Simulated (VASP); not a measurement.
Consider the following.

```yaml
crystal:
  lattice:
    - [0.00000, 2.93571, 2.93571]
    - [2.93571, 0.00000, 2.93571]
    - [2.93571, 2.93571, 0.00000]
  atoms:
    - { symbol: Mg, position: [0.00000, 0.00000, 0.00000] }
    - { symbol: Sb, position: [0.50000, 0.50000, 0.50000] }
```

Level of theory: PBEsol GGA with spin-orbit coupling, VASP's PBE PAW potentials (set 64) (plane waves; VASP). Run with 400 eV cut-off, 10×10×10 Γ-centred mesh, Gaussian smearing of 0.050 eV, potentials Mg Sb.

Problem. Give the energies of bands 3 to 13 at the high-symmetry points, in eV from the Fermi level.

Solution. 
```json
[
 {"band": "3", "Γ": "0.67", "X": "-3.90", "U": "-3.44", "L": "-4.74", "W": "-3.08"},
 {"band": "4", "Γ": "0.67", "X": "-3.90", "U": "-3.44", "L": "-4.74", "W": "-3.08"},
 {"band": "5", "Γ": "1.42", "X": "-1.33", "U": "-3.08", "L": "0.28", "W": "-2.80"},
 {"band": "6", "Γ": "1.42", "X": "-1.33", "U": "-3.08", "L": "0.28", "W": "-2.80"},
 {"band": "7", "Γ": "1.42", "X": "-1.01", "U": "-0.72", "L": "0.75", "W": "-2.37"},
 {"band": "8", "Γ": "1.42", "X": "-1.01", "U": "-0.72", "L": "0.75", "W": "-2.37"},
 {"band": "9", "Γ": "3.67", "X": "0.68", "U": "1.98", "L": "3.70", "W": "4.10"},
 {"band": "10", "Γ": "3.67", "X": "0.68", "U": "1.98", "L": "3.70", "W": "4.10"},
 {"band": "11", "Γ": "6.03", "X": "2.92", "U": "5.53", "L": "4.53", "W": "5.62"},
 {"band": "12", "Γ": "6.03", "X": "2.92", "U": "5.53", "L": "4.53", "W": "5.62"},
 {"band": "13", "Γ": "6.03", "X": "10.77", "U": "7.68", "L": "4.56", "W": "6.63"}
]
```

It has no gap at this level: it comes out as a metal or semimetal.

The structure comes from a computed database's MgSb entry (Fm-3m); how it stands against other phases isn't given here. It was relaxed first.
